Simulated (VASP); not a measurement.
VASP runs on LiF (space group Fm-3m) share one base input (PBE GGA, plane waves, VASP's PBE PAW potentials (set 64)) and change the settings named in each case.

File KPOINTS:
```
K-points
0
Gamma
  10 10 10
0 0 0
```

POSCAR:
```
LiF
1
    0.0000000000     1.9921010000     1.9921010000
    1.9921010000     0.0000000000     1.9921010000
    1.9921010000     1.9921010000     0.0000000000
Li F
1 1
Direct
  0.0000000000   0.0000000000   0.0000000000
  0.5000000000   0.5000000000   0.5000000000
```

**INCAR**
```
SYSTEM = LiF
PREC = Accurate; ENCUT = 400; LREAL = .False.
LASPH = .True.
EDIFF = 1E-6; NELM = 100; ALGO = Normal
ISMEAR = 0; SIGMA = 0.01
GGA = PE
ISIF = 2
LWAVE = .False.; LCHARG = .False.
```

POTCAR, in this order: Li_sv F (PBE.64 set). Program: vasp_std.

| change | E(σ→0) (eV/atom) | pressure (GPa) | gap on the mesh (eV) | −TS (eV) |
|---|---|---|---|---|
| base run | -4.8484 | -8.54 | 9.64 | 0.0000 |
| EDIFF = 1E-09, ENCUT = 560, KPOINTS 14×14×14 Γ-centred mesh | -4.8133 | (withheld) | (withheld) | 0.0000 |
| EDIFF = 1E-03, ENCUT = 200, KPOINTS 4×4×4 Γ-centred mesh shifted by (0.5, 0.5, 0.5) | -6.8520 | -352.73 | 11.67 | 0.0000 |
| EDIFF = 1E-03, ENCUT = 200, KPOINTS 8×8×8 Γ-centred mesh | -6.8147 | -353.83 | 11.18 | 0.0000 |
| ENCUT = 280, GGA removed, KPOINTS 8×8×8 Γ-centred mesh, POTCAR Li_sv F (LDA.64 set) | -5.6052 | -122.19 | 10.66 | 0.0000 |
| ENCUT = 320, GGA removed, ISMEAR = 1, SIGMA = 0.136, KPOINTS 2×2×2 Γ-centred mesh, POTCAR Li_sv F (LDA.64 set) | -5.1877 | -64.18 | 10.16 | 0.0030 |
| ENCUT = 240, GGA removed, KPOINTS 1×1×1 Γ-centred mesh, POTCAR Li_sv F (LDA.64 set) | -2.9251 | -99.90 | - | 0.0000 |
| AEXX = 0.2, AGGAC = 0.81, AGGAX = 0.72, ALDAC = 0.19, GGA = B3, HFRCUT = -1, ISYM = 3, LHFCALC = .TRUE., PRECFOCK = Fast, KPOINTS 2×2×2 Γ-centred mesh | -5.6016 | -7.57 | 12.20 | 0.0000 |
| AEXX = 0.25, HFSCREEN = 0.2, ISYM = 3, LHFCALC = .TRUE., PRECFOCK = Fast, KPOINTS 2×2×2 Γ-centred mesh | -5.6328 | -7.42 | 12.00 | 0.0000 |

Problem. What belongs in the gaps?

Solution. 
- EDIFF = 1E-09, ENCUT = 560, KPOINTS 14×14×14 Γ-centred mesh, pressure (GPa): 4.30
- EDIFF = 1E-09, ENCUT = 560, KPOINTS 14×14×14 Γ-centred mesh, gap on the mesh (eV): 9.38

Energies of different potentials or functionals have different zeros.  At 400 eV the pressure can carry a Pulay error.

Left out are runs that ran out of time, are held back, or changed the cell or the kind of run, fixed moments of cells without a moment, rows past the twelfth, gaps on odd meshes, pressures of charged cells and columns that move by less than the noise.

The structure comes from a computed database's LiF entry; how it stands against other phases isn't given here. The cell was not relaxed at this level, its lattice was scaled by up to 2.5 %.
